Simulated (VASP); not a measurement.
VASP input:

POSCAR:
```
KF
1
    0.0000000000     2.7285000000     2.7285000000
    2.7285000000     0.0000000000     2.7285000000
    2.7285000000     2.7285000000     0.0000000000
K F
1 1
Direct
  0.0000000000   0.0000000000   0.0000000000
  0.5000000000   0.5000000000   0.5000000000
```

KPOINTS:
```
Automatic mesh
0
Gamma
8 8 8
0 0 0
```

**INCAR**
```
# general
SYSTEM  =  KF
PREC    =  Accurate
ENCUT   =  520   # plane-wave cut-off (eV)
LREAL   =  F   # projection in real space or not
LASPH   =  T   # aspherical one-centre terms
ISYM    =  0

# electronic loop
EDIFF   =  1E-6   # SCF stop (eV)
NELM    =  100   # most electronic steps
ALGO    =  Normal   # blocked Davidson

# smearing
ISMEAR  =  0
SIGMA   =  0.05   # width (eV)

# functional
GGA     =  PE   # PBE

# ions
ISIF    =  2

# output
LWAVE   =  F
LCHARG  =  F
```

POTCAR, in this order: K_sv F (PBE.64 set). Program: vasp_std.

### Question
Write an equivalent input for Ansatz.

### Answer
One equivalent input (not run):
Ansatz 0.2 input:
```yaml
crystal:
  lattice:
    - [0.0000000, 2.7285000, 2.7285000]
    - [2.7285000, 0.0000000, 2.7285000]
    - [2.7285000, 2.7285000, 0.0000000]
  symmetry: { detect: false }
  atoms:
    - { symbol: K, position: [0.0000000, 0.0000000, 0.0000000] }
    - { symbol: F, position: [0.5000000, 0.5000000, 0.5000000] }
kpoints:
  mp_grid: { grid: [8, 8, 8] }
hamiltonian:
  xc: pbe
  pseudopotentials: { kind: paw }
scf:
  occupations: { method: gaussian, width: 0.05 }
  max_iter: 100
output: { forces: true, stress: true, eigenvalues: true }
```
Limits of the translation: each code has its own PAW files, so the cut-off isn't converted (ENCUT is set for VASP's; basis.ecutwfc is left out, and Ansatz then takes the one that its files recommend); Ansatz stops its SCF on the density residual and VASP on the energy change (EDIFF).

The compound is KF in the rock salt structure. The cell was not relaxed at this level. The run is one of a series of settings (ISYM = 0 against the base run), some of them coarse on purpose.
